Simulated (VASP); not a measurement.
A run of VASP 6.6.1 is set up as follows.

Contents of INCAR:

```
SYSTEM = La2TaO5
PREC = Normal
ENCUT = 520
EDIFF = 1E-4
ISMEAR = 0
SIGMA = 0.15
LREAL = .FALSE.
LASPH = .TRUE.
NELM = 60
ALGO = Fast
ISIF = 3
LWAVE = .FALSE.
LCHARG = .FALSE.
GGA = PE
IBRION = 2
NSW = 24
EDIFFG = -0.08
```

The input KPOINTS:

```
Automatic mesh
0
G
  4 4 2
  0 0 0
```

Contents of POSCAR:

```
La2TaO5
1.0
    4.2111360600      0.0000000000      0.0000000000
   -2.1055680300      3.6469508000      0.0000000000
    0.0000000000      0.0000000000      9.8452561600
La Ta O
2 1 5
Direct
    0.0000000000      0.0000000000      0.2875941400
    0.0000000000      0.0000000000      0.7124058600
    0.0000000000      0.0000000000      0.0000000000
    0.3333333300      0.6666666700      0.5000000000
    0.6666666700      0.3333333300      0.5000000000
    0.0000000000      0.0000000000      0.5000000000
    0.3333333300      0.6666666700      0.0000000000
    0.6666666700      0.3333333300      0.0000000000
```

Potentials or basis: VASP PAW PBE potentials, release 64 (La, Ta_pv, O).

Run with:

```console
$ cat potpaw_PBE.64/La/POTCAR potpaw_PBE.64/Ta_pv/POTCAR potpaw_PBE.64/O/POTCAR > POTCAR
$ mpirun -np 1 vasp_std > vasp.out
```

(1) Predict the band gap on the k mesh.

(2) Estimate the space group after relaxing (to 0.05 Å).

(3) Predict the relaxed cell.

Results:

(1) none (metal or under the smearing width).

(2) P6/mmm (No. 191).

(3) a = 3.910 Å, b = 3.910 Å, c = 10.928 Å, α = 90.00°, β = 90.00°, γ = 120.00°.

Caveat: the k mesh is coarse (spacing up to 0.43 Å⁻¹), so the values aren't converged; an odd number of electrons without spin polarisation forces a metal; a magnetic or distorted state may lie lower.
